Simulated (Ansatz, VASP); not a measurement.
# Hf (Hafnium) in two plane-wave programs

One calculation is typed for both programs; each brings its own data sets. How far apart do they land? The cell is taken from a series of runs on this material, whose earlier steps may have relaxed, scaled, displaced or heated it; both programs get it as it stands.

Main program and level: Ansatz 0.2.0; plane waves, with VASP 6.6.1 beside it; zone-centre phonons at LDA.

### 1. Set-up

It takes space group P6_3/mmc (No. 194, hexagonal). The conventional cell has a = 3.109 Å, b = 3.109 Å, c = 4.926 Å, α = 90.00°, β = 90.00°, γ = 120.00°. Hf has 12 Hf at 3.05 to 3.11 Å nearest.

### 2. Ansatz: zone-centre phonons, LDA

Ansatz runs on its PAW soft_1 files.

Second derivatives magnify differences that forces hide, and they need a tight electronic threshold.

input.yaml reads:

```yaml
crystal:
  lattice:
    - [3.1093383273, 0.0, 0.0]
    - [-1.5546691636, 2.6927659804, 0.0]
    - [0.0, 0.0, 4.925562644]
  atoms:
    - { symbol: Hf, position: [0.3333333333, 0.6666666667, 0.25] }
    - { symbol: Hf, position: [0.6666666667, 0.3333333333, 0.75] }
kpoints:
  mp_grid: { grid: [15, 15, 8] }
hamiltonian:
  xc: lda
  pseudopotentials: { kind: paw, azcp: { folder: soft_1 }, xc_functional: pbe }
scf:
  occupations: { method: methfessel_paxton, width: 0.2 }
output:
  eigenvalues: true
phonons:
  method: dfpt
```

Run with:

```
$ ansatz run input.yaml --threads 4 --pin off --max-ram 10240MiB --backend cpu --events-out ev --progress --plain --runs-dir out
```

Numbers of over 12 decimals in the logs are rounded to 6 here.

Output:

```text
zone centre: on kpoints.mp_grid the ground state, and the responses unless they are solved on pairs of k-points, stand on 320 of the mesh's 1800 k-points, reduced under 4 symmetry operations, with k and −k counted as one. Each operation leaves every solved displacement unchanged or reverses it
Engine: ansatz 0.2.0, x86_64-unknown-linux-gnu
Pseudopotentials: kind: paw
Pseudopotential: Hf, paw, valence charge 26, recommended cutoff 420 eV (normal), soft_1/Hf.paw.azcp
Functional definition: SPW92
  exchange = slater_x
  correlation = pw_c
Crystal: 2 atoms, lattice volume = 41.240 Å³
Basis set: ecut = 420 eV, 809 PW (Γ), exchange–correlation on 48×48×72 points (8 copies of the dense FFT grid, shifted against one another)
Bands: 32, of which v1, the nominal top of the filled ones, is band 26 counted from 1 (25 counted from 0)
Symmetry: 24 space group operations
k-points: 320 of 1800 (irreducible under 4 space group operations, time reversal used)
Non-local potential: Hf, projectors of the file, l = 0: 3, l = 1: 2, l = 2: 2, l = 3: 3
PAW form: soft (Blöchl's): semilocal exchange-correlation on the pseudo side does not see the compensation charge
PAW frozen core: Hf, regenerated for the run's functional, and the local potential with it (the file was generated under x = pbe(κ = 0.804, μ = 0.219515), c = pbe(β = 0.066725))
PAW one-centre angular grid: Hf, 590 points (default); XC on 64 Gauss nodes
Initial density: superposition of atomic densities (chi_scale 0.1, normalization cell)
Initial wavefunctions: pseudopotential atomic-orbital guess
Functional: x = slater, c = lda
SCF iter   1: F=—  HF=-30955.202774 eV  |F-HF|=—  |Δ(HF+E_count)|=         —  Δρ=3.43e-2  dr2=5.62e-1  ethr=3.10e-3  ⟨swp⟩=5.0  Hψ=34553  notcnv=0
preconditioner: auto → Kerker (q_TF=auto, 2.836 Å⁻¹)  [metal: Δε(μ)=0.023 eV  Ē_g=16.990 eV  σ=0.200 eV  W_gap=0.10  n_scr=22 (ndim 8)  ℏωp=40.1 eV  f_vac=0.000  D(μ)=1.32/eV (n_scr^D=8)]
SCF iter   2: F=—  HF=-30955.072105 eV  |F-HF|=—  |Δ(HF+E_count)|=   1.31e-1  S|Δr|=    0.00e0  Δρ=2.12e-2  dr2=2.16e-1  ethr=1.08e-3  ⟨swp⟩=2.4  Hψ=19285  notcnv=0  defer=27
SCF iter   3: F=—  HF=-30955.021072 eV  |F-HF|=—  |Δ(HF+E_count)|=   5.10e-2  S|Δr|=    0.00e0  Δρ=8.40e-3  dr2=3.32e-2  ethr=4.15e-4  ⟨swp⟩=2.0  Hψ=16019  notcnv=0  defer=42
SCF iter   4: F=—  HF=-30954.982462 eV  |F-HF|=—  |Δ(HF+E_count)|=   3.86e-2  S|Δr|=    0.00e0  Δρ=3.11e-3  dr2=1.95e-3  ethr=6.38e-5  ⟨swp⟩=2.0  Hψ=18456  notcnv=0  defer=44
SCF iter   5: F=—  HF=-30954.983389 eV  |F-HF|=—  |Δ(HF+E_count)|=   9.27e-4  S|Δr|=    0.00e0  Δρ=6.00e-4  dr2=1.33e-4  ethr=3.74e-6  ⟨swp⟩=2.8  Hψ=17581  notcnv=0  defer=42
SCF iter   6: F=—  HF=-30954.983509 eV  |F-HF|=—  |Δ(HF+E_count)|=   1.20e-4  S|Δr|=    0.00e0  Δρ=1.32e-4  dr2=5.90e-6  ethr=2.56e-7  ⟨swp⟩=2.0  Hψ=18511  notcnv=0  defer=42
SCF iter   7: F=—  HF=-30954.983520 eV  |F-HF|=—  |Δ(HF+E_count)|=   1.07e-5  S|Δr|=    0.00e0  Δρ=2.80e-5  dr2=3.48e-7  ethr=1.14e-8  ⟨swp⟩=2.1  Hψ=18479  notcnv=0  defer=42
SCF iter   8: F=—  HF=-30954.983517 eV  |F-HF|=—  |Δ(HF+E_count)|=   2.44e-6  S|Δr|=    0.00e0  Δρ=5.18e-6  dr2=1.17e-8  ethr=6.70e-10  ⟨swp⟩=2.7  Hψ=18516  notcnv=0  defer=139
SCF iter   9: F=—  HF=-30954.983517 eV  |F-HF|=—  |Δ(HF+E_count)|=   4.94e-9  S|Δr|=    0.00e0  Δρ=8.88e-7  dr2=2.67e-10  ethr=2.24e-11  ⟨swp⟩=2.1  Hψ=16608  notcnv=0  defer=139
SCF iter  10: F=—  HF=-30954.983517 eV  |F-HF|=—  |Δ(HF+E_count)|=  1.09e-11  S|Δr|=    0.00e0  Δρ=2.19e-7  dr2=1.33e-11  ethr=1.00e-12  ⟨swp⟩=2.5  Hψ=17576  notcnv=0  defer=140
SCF iter  11: F=-30954.983517 eV  HF=-30954.983517 eV  |F-HF|=1.09e-11  |Δ(HF+E_count)|=  7.28e-12  S|Δr|=    0.00e0  Δρ=4.91e-8  dr2=4.67e-13  ethr=1.00e-12  ⟨swp⟩=9.8  Hψ=56037  notcnv=0
the search or the solves at the SCF's close seem to have found levels that the self-consistency loop had missed (the run counts 1). By its estimate they hold under 1e-12 electrons; where the run keeps them, the occupations were computed again with them
SCF 1 converged in 11 iterations: F = -30954.983517 eV  dr2 = 4.67e-13
  greatest PAW one-centre occupation: 0.998 electrons in one spin orbital (limit 2), on the Hf atom at site 1 (counted from 0), in its partial waves of l = 3
DFPT response loops at Γ: preconditioner auto → Kerker (q_TF=auto, 2.836 Å⁻¹) (partly filled bands, converged f_vac=0.000); β = 1.00, the filter's whole step (`scf.mixing.beta` (0.50) is not read by the response loops under this deck's `scf.mixing.preconditioner`; to damp them name `kerker` or `kerker_dos`, under which they read `scf.mixing.beta`, and type it under 1.00, their step now; both keys bind the ground state too); Broyden in place of MSR1
SCF converged after 11 iterations
Stability not checked: this state was not tested for a lower state beside it, because cold or Methfessel-Paxton smearing, or corrected tetrahedra, fill the levels in a way that the test cannot read (fill_not_monotonic; see scf.lower_state_search)
Free energy (F): -30954.983517 eV
Harris-Foulkes:  -30954.983517 eV  (|F-HF|=1.09e-11)
Internal energy: -30954.986638 eV  (E = F + TS)
E sigma→0 (E₀):  -30954.984298 eV
Entropy (-TS):   0.003121 eV (1.561 meV/atom)
Fermi energy:    19.534563 eV
Step filling:    the computed levels leave a gap of 0.0000 eV = 0.0 smearing widths at the electron count; against every level under it full and every level over it empty, smearing changes F+E_penalty+E_count by +1.230 meV and its σ→0 estimate by +0.449 meV
--- Per-component energies (eV) ---
  E_band       = 58.529520
  E_kinetic    = 825.882254
  E_local      = -12213.081336  (includes V_loc(G=0)·N_el)
  E_nonlocal   = 142.806809
  E_hartree    = 5974.471126
  E_xc         = -531.311932
  E_vxc        = -513.118981  (∫ρ·V_xc dr)
  E_paw        = -14907.740170  (= ΣΔE_a)
  E_vpaw       = -132.901677  (= ΣTr[D̂ρ^β])
  E_aug_tail   = 0.000216  (compensation charges beyond the density's cutoff)
  E_ewald      = -10250.927781
  E_core_change = 4.914176  (= ΣΔE_core)
  E_smearing   = 0.003121  (= −TS)
  E_closure    = -0.000000  (closes the sum)
  Σ components = -30954.983517   (vs F -30954.983517, Δ=0.00e0)
--- Band table (eV; the first three rows and the last of 320) ---
  k-point 0: bands = [... 22 lower, 11.8907, 15.5298, 20.5853, 20.6329, 20.6329, 20.9282, 21.5343, 21.5343, ... 2 higher]
  k-point 1: bands = [... 22 lower, 12.0499, 15.4805, 20.3201, 20.5419, 20.5419, 20.7951, 21.4030, 21.4030, ... 2 higher]
  k-point 2: bands = [... 22 lower, 12.5076, 15.2672, 19.8097, 20.4117, 20.4117, 20.4418, 21.0958, 21.0958, ... 2 higher]
  k-point 319: bands = [... 22 lower, 16.4773, 16.4773, 18.6964, 18.6964, 19.5003, 19.5003, 21.7881, 21.7881, ... 2 higher]
--- Phonons (Γ-DFPT): 2 representative perturbations + reference, on 320 of 1800 k-points (Σ response iterations 6) ---
  k mesh reduced under 4 symmetry operations, with k and −k counted as one. Each operation leaves every solved displacement unchanged or reverses it
  ASR residual: 3.491e-5 → 0.000e0 eV/Å²; symmetrization residual: 1.450e-9 eV/Å²
  ASR residual per site (eV/Å²): 3.49e-5 3.49e-5
  Γ frequencies (cm⁻¹): 0.00 0.00 0.00 72.10 72.10 116.80
  non-analytic LO–TO correction: not included (Born effective charges unavailable; polar crystals: no LO–TO splitting at Γ)
```

### 3. VASP: zone-centre phonons, LDA

The same cell, functional (in two slightly different forms), mesh and smearing now go to VASP, with its own data sets.

Lines of VASP's logs that name or quote its potential files are left out, and so is its time.

INCAR reads:

```
SYSTEM = Hf
PREC = Accurate
ENCUT = 500
EDIFF = 1E-08
NELM = 120
ISMEAR = 1
SIGMA = 0.2
LREAL = .FALSE.
ALGO = Normal
GGA = PW92
NBANDS = 16
LASPH = .TRUE.
LORBIT = 11
LWAVE = .FALSE.
LCHARG = .FALSE.
ISIF = 2
IBRION = 8
GGA_COMPAT = .FALSE.
KPAR = 2
```

POSCAR reads:

```
Hf
1.0
    3.1093383273      0.0000000000      0.0000000000
   -1.5546691636      2.6927659804      0.0000000000
    0.0000000000      0.0000000000      4.9255626440
Hf
2
Direct
    0.3333333334      0.6666666668      0.2500000000
    0.6666666668      0.3333333334      0.7500000000
```

KPOINTS reads:

```
Automatic mesh
0
Gamma
15 15 8
0 0 0
```

PAW data sets: Hf_pv (LDA family, release 64).

Run with:

```
$ mpirun -np 2 vasp_std
```

Output:

```text
[banner, memory and clock lines left out]
running    2 mpi-ranks, on    1 nodes
 distrk:  each k-point on    1 cores,    2 groups
 distr:  one band on    1 cores,    1 groups

 POSCAR found type information on POSCAR Hf
 POSCAR found :  1 types and       2 ions
|                                                                             |
|               ----> ADVICE to this user running VASP <----                  |
|                                                                             |
|     You enforced a specific xc type in the INCAR file but a different       |
|     [... a line on the potential file left out ...]
|     I HOPE YOU KNOW WHAT YOU ARE DOING!                                     |
|                                                                             |

 LDA part: xc-table for (Slater(with rela. corr.)+PW92), standard interpolation
 POSCAR, INCAR and KPOINTS ok, starting setup
 FFT: planning ... GRIDC
 FFT: planning ... GRID_SOFT
 FFT: planning ... GRID
 WAVECAR not read
 entering main loop
       N       E                     dE             d eps       ncg     rms          rms(c)
DAV:   1     0.460615101811E+02    0.46062E+02   -0.11353E+04  4320   0.116E+03
DAV:   2    -0.205297977416E+02   -0.66591E+02   -0.65078E+02  5768   0.249E+02
DAV:   3    -0.220449852710E+02   -0.15152E+01   -0.15005E+01  5824   0.260E+01
DAV:   4    -0.220548072596E+02   -0.98220E-02   -0.98209E-02  5248   0.257E+00
DAV:   5    -0.220549221082E+02   -0.11485E-03   -0.11484E-03  5728   0.229E-01    0.687E+01
DAV:   6    -0.215545428747E+02    0.50038E+00   -0.42500E-01  5216   0.435E+00    0.405E+01
DAV:   7    -0.213750376733E+02    0.17951E+00   -0.68130E-01  5280   0.531E+00    0.188E+00
DAV:   8    -0.213667919124E+02    0.82458E-02   -0.41444E-02  5024   0.143E+00    0.338E-01
DAV:   9    -0.213668693728E+02   -0.77460E-04   -0.89841E-04  5824   0.218E-01    0.173E-01
DAV:  10    -0.213668664258E+02    0.29469E-05   -0.44631E-05  5128   0.484E-02    0.202E-01
DAV:  11    -0.213668631953E+02    0.32305E-05   -0.46338E-06  5656   0.145E-02    0.120E-02
DAV:  12    -0.213668631616E+02    0.33680E-07   -0.43011E-07  5192   0.453E-03    0.675E-03
DAV:  13    -0.213668631498E+02    0.11856E-07   -0.22835E-08  4352   0.113E-03    0.937E-04
DAV:  14    -0.213668631502E+02   -0.43497E-09   -0.17189E-09  3056   0.351E-04
   1 F= -.21366863E+02 E0= -.21367822E+02  d E =0.287715E-02
 Linear response reoptimize wavefunctions to high precision
DAV:   1    -0.213668631501E+02    0.10482E-09   -0.29140E-10  3184   0.135E-04
DAV:   2    -0.213668631501E+02    0.59117E-11   -0.53622E-11  2680   0.582E-05
 Linear response DOF=           2
 Linear response progress:
  Degree of freedom:   1/  2
       N       E                     dE             d eps       ncg     rms          rms(c)
RMM:   1    -0.197240524333E+00   -0.19724E+00    0.46315E+00 18668   0.118E+01
RMM:   2    -0.201830076626E+00   -0.45896E-02   -0.37720E-02 27662   0.120E+00    0.609E-01
RMM:   3    -0.201113382684E+00    0.71669E-03   -0.42324E-03 34898   0.253E-01    0.125E-01
RMM:   4    -0.200776749223E+00    0.33663E-03   -0.46471E-04 41108   0.866E-02    0.195E-01
RMM:   5    -0.200397625198E+00    0.37912E-03   -0.42273E-05 37922   0.356E-02    0.162E-02
RMM:   6    -0.200318894541E+00    0.78731E-04   -0.19678E-05 42549   0.132E-02    0.307E-02
RMM:   7    -0.200327052355E+00   -0.81578E-05   -0.21444E-05 38196   0.608E-03    0.392E-02
RMM:   8    -0.200317568713E+00    0.94836E-05    0.17178E-06 38879   0.238E-03    0.137E-02
RMM:   9    -0.200316382528E+00    0.11862E-05   -0.62416E-06 41650   0.886E-04    0.651E-03
RMM:  10    -0.200316563141E+00   -0.18061E-06   -0.31256E-06 42132   0.353E-04    0.137E-03
RMM:  11    -0.200316211310E+00    0.35183E-06   -0.18423E-06 40970   0.245E-04    0.591E-04
RMM:  12    -0.200316201958E+00    0.93515E-08   -0.10063E-06 41229   0.917E-05    0.402E-05
RMM:  13    -0.200316238419E+00   -0.36461E-07   -0.62496E-07 40925   0.435E-05    0.100E-04
RMM:  14    -0.200316244978E+00   -0.65587E-08   -0.28848E-07 36929   0.276E-05    0.514E-06
RMM:  15    -0.200316257796E+00   -0.12818E-07   -0.16426E-07 35539   0.209E-05    0.274E-05
RMM:  16    -0.200316259212E+00   -0.14161E-08   -0.88458E-08 27579   0.170E-05    0.720E-06
 first order change of Fermi-energy  -0.39351E-05
 force on displaced ion       1 direction 1 :  -1.654  -0.000   0.000
 Linear response progress:
  Degree of freedom:   2/  2
       N       E                     dE             d eps       ncg     rms          rms(c)
RMM:   1    -0.240431958567E+00   -0.24043E+00    0.49383E+00  6454   0.122E+01
RMM:   2    -0.250271333376E+00   -0.98394E-02   -0.43745E-02  9544   0.124E+00    0.758E-01
RMM:   3    -0.249538429661E+00    0.73290E-03   -0.32578E-03 11075   0.278E-01    0.217E-01
RMM:   4    -0.249372658346E+00    0.16577E-03   -0.22279E-04 13223   0.936E-02    0.207E-01
RMM:   5    -0.249136406839E+00    0.23625E-03    0.54158E-05 13001   0.418E-02    0.497E-02
RMM:   6    -0.249062861333E+00    0.73546E-04    0.37741E-05 11188   0.178E-02    0.441E-02
RMM:   7    -0.249089903803E+00   -0.27042E-04   -0.45207E-05 12381   0.637E-03    0.159E-02
RMM:   8    -0.249087732490E+00    0.21713E-05    0.35593E-05 13182   0.303E-03    0.262E-03
RMM:   9    -0.249082657023E+00    0.50755E-05    0.96058E-06 13556   0.152E-03    0.153E-03
RMM:  10    -0.249082340768E+00    0.31626E-06    0.69090E-06 12875   0.496E-04    0.463E-04
RMM:  11    -0.249081934284E+00    0.40648E-06    0.97951E-06 13325   0.207E-04    0.975E-05
RMM:  12    -0.249082198110E+00   -0.26383E-06    0.65340E-06 13958   0.752E-05    0.469E-05
RMM:  13    -0.249082538745E+00   -0.34063E-06    0.24339E-06 13190   0.405E-05    0.232E-05
RMM:  14    -0.249082631583E+00   -0.92838E-07    0.13911E-06 13924   0.249E-05    0.582E-06
[...]
RMM:  27    -0.249082778999E+00    0.64765E-11   -0.30446E-07  5382   0.973E-06    0.354E-07
RMM:  28    -0.249082779850E+00   -0.85115E-09   -0.31799E-07  5003   0.971E-06    0.239E-07
RMM:  29    -0.249082778788E+00    0.10628E-08   -0.29965E-07  4820   0.970E-06    0.367E-07
RMM:  30    -0.249082779381E+00   -0.59341E-09   -0.31315E-07  4689   0.970E-06    0.243E-07
RMM:  31    -0.249082779305E+00    0.75547E-10   -0.30395E-07  4613   0.969E-06    0.309E-07
RMM:  32    -0.249082779292E+00    0.13972E-10   -0.31063E-07  4540   0.968E-06    0.160E-07
RMM:  33    -0.249082778701E+00    0.59056E-09   -0.29567E-07  4482   0.966E-06    0.153E-07
RMM:  34    -0.249082779053E+00   -0.35229E-09   -0.30635E-07  4434   0.964E-06    0.839E-08
 first order change of Fermi-energy  -0.15784E-03
 force on displaced ion       1 direction 3 :   0.000   0.000  -4.456
 Linear response finished
```

(Part 1 of 2 ends here.)

[Lines on the potential files, build, host, timing and source positions are cut from VASP's logs without a mark.]

[Logs are printed without paths, hosts, clocks, repeated set-up lines and the standing remarks that a program may print on its own settings, such as how far it seeks lower states.]

[Hosts, paths, dates, database ids (printed as entryN), source tags and the programs' standing remarks are cut or masked in the printed files.]
